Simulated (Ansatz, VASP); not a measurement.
# Cross-check of CO2 between VASP and Ansatz, part 2 of 2

One calculation is typed for both programs; each brings its own data sets. How far apart do they land? The cell is taken from a series of runs on this material, whose earlier steps may have relaxed, scaled, displaced or heated it; both programs get it as it stands.

VASP 6.6.1 and Ansatz 0.2.0.

So far: The structure; VASP: G0W0 gap, r2SCAN.

**3. Ansatz: G0W0 gap, r2SCAN**

Level of this step: Ansatz beside VASP: Kohn-Sham DFT, plane waves, r2SCAN (Ansatz).

Ansatz runs on its default PAW (the set named soft_2) files.

The same cell, functional and mesh now go to Ansatz, which takes its cutoff from its data sets.

File input.yaml:

```yaml
crystal:
  lattice:
    - [4.22721279, 0.0, 0.0]
    - [0.0, 4.22721279, 0.0]
    - [0.0, 0.0, 4.68777159]
  atoms:
    - { symbol: C, position: [0.5, 0.5, 0.5] }
    - { symbol: C, position: [0.0, 0.0, 0.0] }
    - { symbol: O, position: [0.3059508134, 0.6940491866, 0.5] }
    - { symbol: O, position: [0.6940491866, 0.3059508134, 0.5] }
    - { symbol: O, position: [0.1940491866, 0.1940491866, 0.0] }
    - { symbol: O, position: [0.8059508134, 0.8059508134, 0.0] }
kpoints:
  mp_grid: { grid: [2, 2, 2] }
hamiltonian:
  xc: r2scan
scf:
  occupations: { method: fixed }
gw:
  n_empty_bands: 88
  ecut_chi: 60.0
  qp_bands: [v1, c1]
  qp_kpoints: band_edges
  screening: { model: contour_deformation }
```

The run is started by

```
ansatz run input.yaml --threads 2 --pin off --max-ram 36864MiB --backend cpu --events-out ev --progress --plain --runs-dir out
```

Numbers of over 12 decimals in the logs are rounded to 6 here.

Log:

```text
Engine: ansatz 0.2.0, aarch64-unknown-linux-gnu
Pseudopotentials: kind: paw
Pseudopotential: C, paw, valence charge 4, recommended cutoff 500 eV (meta_gga), C.paw.azcp
Pseudopotential: O, paw, valence charge 6, recommended cutoff 500 eV (meta_gga), O.paw.azcp
Functional definition: r2SCAN
  parameter k0 = 0.174
  parameter k1 = 0.065
  parameter a1 = 4.9479
  exchange = r2scan_x(k0 = k0, k1 = k1, a1 = a1)
  correlation = r2scan_c
Crystal: 6 atoms, lattice volume = 83.767 Å³
Basis set: ecut = 500 eV, 2137 PW (Γ), exchange–correlation on 128×128×144 points (64 copies of the dense FFT grid, shifted against one another)
Bands: 22, of which v1, the nominal top of the filled ones, is band 16 counted from 1 (15 counted from 0)
Symmetry: 16 space group operations
Space group: P42/mnm (ITA 136), of the structure as read, at distance tolerance 4.4e-5 Å
k-points: 6 of 8
Non-local potential: C, projectors of the file, l = 0: 2, l = 1: 2, l = 2: 1
Non-local potential: O, projectors of the file, l = 0: 2, l = 1: 2, l = 2: 1
PAW form: soft (Blöchl's): semilocal exchange-correlation on the pseudo side does not see the compensation charge
PAW frozen core: C, regenerated for the run's functional (the file was generated under x = pbe(κ = 0.804, μ = 0.219515), c = pbe(β = 0.066725))
PAW frozen core: O, regenerated for the run's functional (the file was generated under x = pbe(κ = 0.804, μ = 0.219515), c = pbe(β = 0.066725))
PAW one-centre angular grid: C, 302 points (default); XC on 239 of its mesh's 2573 points in the sphere
PAW one-centre angular grid: O, 302 points (default); XC on 160 Gauss nodes
Initial density: superposition of atomic densities (neutral atoms: chi_scale 0, normalization atom), corrected by the library's trained network
Initial wavefunctions: pseudopotential atomic-orbital guess
Functional: x = r2scan, c = r2scan; τ floored in thin density (d = 2e-4 eV/Å³)
SCF iter   1: F=—  HF=-2775.368362 eV  |F-HF|=—  |Δ(HF+E_count)|=         —  Δρ=8.70e-3  dr2=4.48e-2  dr2_τ=1.02e0  ethr=1.77e-3  ⟨swp⟩=4.7  Hψ=603  notcnv=0  defer=12
preconditioner: auto → Resta (q_TF=auto, 2.324 Å⁻¹)  ε∞=2.8  [insulator: Δε(μ)=7.280 eV  Ē_g=17.284 eV  n_scr=18 (ndim 8)  ℏωp=23.0 eV  f_vac=0.144  ε∞_Penn≈2.8]
SCF iter   2: F=—  HF=-2775.406323 eV  |F-HF|=—  |Δ(HF+E_count)|=   3.80e-2  Δρ=4.57e-3  dr2=5.98e-3  dr2_τ=1.94e-3  ethr=1.40e-4  ⟨swp⟩=2.0  Hψ=282  notcnv=0  defer=24
SCF iter   3: F=—  HF=-2775.402917 eV  |F-HF|=—  |Δ(HF+E_count)|=   3.41e-3  Δρ=1.38e-3  dr2=9.64e-4  dr2_τ=2.12e-4  ethr=1.87e-5  ⟨swp⟩=2.3  Hψ=223  notcnv=0  defer=24
SCF iter   4: F=—  HF=-2775.402567 eV  |F-HF|=—  |Δ(HF+E_count)|=   3.49e-4  Δρ=3.29e-4  dr2=5.22e-5  dr2_τ=6.23e-6  ethr=3.01e-6  ⟨swp⟩=2.2  Hψ=208  notcnv=0  defer=24
SCF iter   5: F=—  HF=-2775.402582 eV  |F-HF|=—  |Δ(HF+E_count)|=   1.50e-5  Δρ=8.27e-5  dr2=3.92e-6  dr2_τ=7.61e-7  ethr=1.63e-7  ⟨swp⟩=2.2  Hψ=211  notcnv=0  defer=11
SCF iter   6: F=—  HF=-2775.402583 eV  |F-HF|=—  |Δ(HF+E_count)|=   1.14e-6  Δρ=1.96e-5  dr2=2.73e-7  dr2_τ=1.29e-8  ethr=1.22e-8  ⟨swp⟩=3.0  Hψ=245  notcnv=0  defer=11
SCF iter   7: F=-2775.402584 eV  HF=-2775.402584 eV  |F-HF|=1.19e-10  |Δ(HF+E_count)|=   3.39e-7  Δρ=4.37e-6  dr2=8.30e-9  dr2_τ=1.57e-9  ethr=3.13e-10  ⟨swp⟩=8.2  Hψ=469  notcnv=0
SCF 1 converged in 7 iterations: F = -2775.402584 eV  dr2 = 8.30e-9
  greatest PAW one-centre occupation: 0.890 electrons in one spin orbital (limit 2), on the O atom at site 5 (counted from 0), in its partial waves of l = 0
NSCF: frozen V_eff on 6 k-points
G₀W₀ screening: q 1/6
[... further progress lines ...]
SCF converged after 7 iterations
Free energy (F): -2775.402584 eV
Harris-Foulkes:  -2775.402584 eV  (|F-HF|=1.19e-10)
Internal energy: -2775.402584 eV  (E = F + TS)
E sigma→0 (E₀):  -2775.402584 eV
Fermi energy:    -1.999378 eV
--- Per-component energies (eV) ---
  E_band       = -312.991420
  E_kinetic    = 874.473506
  E_local      = -2334.589029  (includes V_loc(G=0)·N_el)
  E_nonlocal   = 247.404950
  E_hartree    = 784.793904
  E_xc         = -378.886964
  E_vxc        = -544.758107  (∫ρ·V_xc dr)
  E_paw        = -842.724111  (= ΣΔE_a)
  E_vpaw       = -162.754139  (= ΣTr[D̂ρ^β])
  E_aug_tail   = 0.003990  (compensation charges beyond the density's cutoff)
  E_vtau       = 37.640978  (kinetic-family band-sum trace: ∫τ·v_τ [+ j·A + Jᵃ·Aᵃ] dr)
  E_ewald      = -1125.701518
  E_core_change = -0.177311  (= ΣΔE_core)
  E_smearing   = -0.000000  (= −TS)
  E_closure    = -0.000000  (closes the sum)
  Σ components = -2775.402584   (vs F -2775.402584, Δ=0.00e0)
--- Band table (eV; the first three rows and the last of 6) ---
  k-point 0: bands = [... 12 lower, -3.3954, -2.5488, -2.4747, -2.4747, 5.2569, 6.2968, 6.7185, 6.7185, ... 2 higher]
  k-point 1: bands = [... 12 lower, -2.9883, -2.9883, -2.4744, -2.4744, 6.7183, 6.7183, 6.8621, 6.8621, ... 2 higher]
  k-point 2: bands = [... 12 lower, -2.5265, -2.5265, -2.4876, -2.4876, 6.9168, 6.9168, 7.0576, 7.0576, ... 2 higher]
  k-point 5: bands = [... 12 lower, -2.5168, -2.5168, -1.9994, -1.9994, 6.5203, 6.5203, 7.2096, 7.2096, ... 2 higher]
--- G₀W₀: contour deformation, 5 samples at zero and on the imaginary axis and 1 off it, 8 q-points, 88 empty bands' worth ---
  eigenvalues of the whole cell's RPA ε∞ on this k-mesh (on a slab, of 1 + 4πα/V) = 1.6425, 1.9944, 1.9944; static W/v taken at q = 0 is 0.529377
  gw.qp_kpoints: band_edges: 6 of 6 stored k-points solved, in 1 pass; an edge of the gap read off the rows below is read off those points alone
    ik  band        ε_KS         Σx   Σc(E_QP)       V_xc       Z   E_QP_lin       E_QP  E_QP is
     0    16     -2.4747   -25.9365     3.4209   -20.8416  0.8380    -4.1670    -4.1488  root
     0    17      5.2569    -6.0709    -3.0482   -10.6916  0.8924     6.8406     6.8294  root
     1    16     -2.4744   -25.9215     3.4229   -20.8351  0.8379    -4.1558    -4.1378  root
     1    17      6.7183    -8.2614    -3.0847   -14.0966  0.8730     9.5087     9.4688  root
     2    16     -2.4876   -25.9420     3.4264   -20.8513  0.8378    -4.1700    -4.1520  root
     2    17      6.9168   -10.3577    -2.8497   -16.3916  0.8636    10.1572    10.1010  root
     3    16     -2.2640   -26.2081     3.4100   -21.1639  0.8382    -3.9152    -3.8982  root
     3    17      6.7899   -10.7443    -2.8630   -16.9500  0.8612    10.1945    10.1326  root
     4    16     -2.0013   -26.5044     3.3984   -21.5170  0.8385    -3.6061    -3.5904  root
     4    17      7.0875   -10.8988    -2.9588   -17.2409  0.8592    10.5375    10.4708  root
     5    16     -1.9994   -26.5106     3.3993   -21.5229  0.8384    -3.6035    -3.5878  root
     5    17      6.5203    -9.9163    -2.8672   -15.8312  0.8669     9.6165     9.5680  root
```

**4. Side by side**

Known differences besides the potentials themselves: VASP keeps PBE cores, Ansatz makes them for the functional; fixed occupations in Ansatz, narrow Gaussian smearing in VASP; the cutoff is 500 eV in Ansatz and 440 eV in VASP; Ansatz integrates over frequency by contour deformation, VASP on a grid of NOMEGA points; Ansatz's G0W0 levels solve the quasiparticle equation, VASP's are linearised. Total energies have different zeros and are not compared.

Both answers:

```csv
quantity,Ansatz,VASP,difference
G0W0 gap on the mesh (eV),10.42,10.50,-0.08
Kohn-Sham gap under it (eV),7.26,7.24,+0.01
```

**5. What came out**

| Item | Value |
| --- | --- |
| difference in G0W0 gap on the mesh (G0W0 gap, r2SCAN) | -0.078 eV |

The difference in G0W0 gap on the mesh is -0.078 eV (G0W0 gap, r2SCAN). Such differences can come from data sets, numerical settings and the points named under the comparisons, not from the functional's error against experiment.

[Lines on the potential files, build, host, timing and source positions are cut from VASP's logs without a mark.]

[Logs are printed without paths, hosts, clocks, repeated set-up lines and the standing remarks that a program may print on its own settings, such as how far it seeks lower states.]

[Hosts, paths, dates, database ids (printed as entryN), source tags and the programs' standing remarks are cut or masked in the printed files.]
